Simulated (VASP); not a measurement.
VASP ran on this input.

KPOINTS:
```
kpoints
0
Gamma
 13 13 7
```

### INCAR
```
# general
SYSTEM  = Sc
PREC    = Accurate
ENCUT   = 520
LREAL   = F   # projection in real space or not
LASPH   = T   # aspherical one-centre terms

# electronic loop
EDIFF   = 1E-7
NELM    = 100   # most electronic steps
ALGO    = Normal   # blocked Davidson
LMAXMIX = 4

# smearing
ISMEAR  = 1   # Methfessel-Paxton
SIGMA   = 0.1   # width (eV)

# functional
GGA     = PE   # PBE
IVDW    = 11   # D3, zero damping

# ions
IBRION  = 2
NSW     = 30
ISIF    = 4
EDIFFG  = -0.01

# output
LWAVE   = F
LCHARG  = F
```

POSCAR:
```
Sc
1.0
  1.6060575360  -2.7817731700   0.0000000000
  1.6060575360   2.7817731700   0.0000000000
  0.0000000000   0.0000000000   4.9755888657
Sc
2
Cart
  1.6060575360   0.9272595778   1.2438972164
  1.6060575360  -0.9272595778   3.7316916493
```

POTCAR, in this order: Sc_sv (PBE.64 set). Program: vasp_std.

Task: Translate this PBE-D3 (zero damping) calculation to Quantum ESPRESSO's pw.x.

Result: One equivalent input (not run):
```
&CONTROL
  calculation = 'vc-relax'
  pseudo_dir = './pseudo'
  outdir = './out'
  tprnfor = .true.
  tstress = .true.
  nstep = 30
  forc_conv_thr = 0.00039
/
&SYSTEM
  ibrav = 0
  nat = 2
  ntyp = 1
  ecutwfc = 78
  occupations = 'smearing'
  smearing = 'methfessel-paxton'
  degauss = 0.00735
  input_dft = 'pbe'
  vdw_corr = 'grimme-d3'
  dftd3_version = 3
  dftd3_threebody = .false.
/
&ELECTRONS
  conv_thr = 7.3e-09
  electron_maxstep = 100
/
&IONS
/
&CELL
  cell_dofree = 'shape'
/
ATOMIC_SPECIES
  Sc 44.956 Sc.upf
CELL_PARAMETERS angstrom
     1.6060575   -2.7817732    0.0000000
     1.6060575    2.7817732    0.0000000
     0.0000000    0.0000000    4.9755889
ATOMIC_POSITIONS crystal
  Sc   0.3333330  0.6666670  0.2500000
  Sc   0.6666670  0.3333330  0.7500000
K_POINTS automatic
  13 13 7 0 0 0
```
Limits of the translation: the potentials are each code's own (VASP's PAW set, PseudoDojo norm-conserving files in pw.x), so ENCUT and ecutwfc are chosen apart and not converted; conv_thr bounds pw.x's estimated SCF error, while EDIFF bounds the energy change between steps; forc_conv_thr acts on force components and is met together with etot_conv_thr.

The compound is Sc in the hcp structure. This cell is one point of a volume scan, at 0.94 of the reference volume. Symmetry was kept, so distortions that lower it aren't found.
